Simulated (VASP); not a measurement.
Data:

```
CELL_PARAMETERS angstrom
      3.80819     0.00000     0.00000
     -1.90409     3.29799     0.00000
      0.00000     0.00000    12.45011
ATOMIC_POSITIONS crystal
  Zn 0.66667 0.33333 0.74993
  Zn 0.33333 0.66667 0.24993
  Zn 0.00000 0.00000 0.50000
  Zn 0.00000 0.00000 0.00000
  S  0.66667 0.33333 0.93773
  S  0.33333 0.66667 0.43773
  S  0.00000 0.00000 0.68734
  S  0.00000 0.00000 0.18734
```

Level of theory: PBE GGA, VASP's PBE PAW potentials (set 64) (plane waves; VASP 6.6.1). Settings: 300 eV cut-off, 7×7×2 Γ-centred mesh, Gaussian smearing of 0.010 eV, potentials Zn S.

Task: Give the energies of bands 27 to 40 at the high-symmetry points, in eV from the valence-band maximum.

Result: 
| band | Γ | M | K | A | L | H |
|---|---|---|---|---|---|---|
| 27 | -2.85 | -4.49 | -4.69 | -1.14 | -4.51 | -4.57 |
| 28 | -0.89 | -4.27 | -4.32 | -1.14 | -4.51 | -4.57 |
| 29 | -0.89 | -2.96 | -3.50 | -0.78 | -2.51 | -3.35 |
| 30 | -0.48 | -2.43 | -3.50 | -0.78 | -2.51 | -3.35 |
| 31 | -0.48 | -2.26 | -2.51 | -0.78 | -2.08 | -2.77 |
| 32 | -0.47 | -1.63 | -2.51 | -0.78 | -2.08 | -2.77 |
| 33 | -0.47 | -1.62 | -2.33 | -0.15 | -1.52 | -1.83 |
| 34 | -0.03 | -1.59 | -1.78 | -0.15 | -1.52 | -1.83 |
| 35 | 0.00 | -1.12 | -1.78 | -0.15 | -1.12 | -1.63 |
| 36 | 0.00 | -0.89 | -1.34 | -0.15 | -1.12 | -1.63 |
| 37 | 2.19 | 3.32 | 4.54 | 3.04 | 3.70 | 4.38 |
| 38 | 3.20 | 3.37 | 4.93 | 3.04 | 3.70 | 4.38 |
| 39 | 3.41 | 3.76 | 4.93 | 3.33 | 4.04 | 5.25 |
| 40 | 3.66 | 4.35 | 5.26 | 3.33 | 4.04 | 5.25 |

The gap is direct, 2.19 eV, from the valence maximum at Γ to the conduction minimum at Γ.

The structure comes from a computed database's ZnS entry; how it stands against other phases isn't given here. The cell was not relaxed at this level.
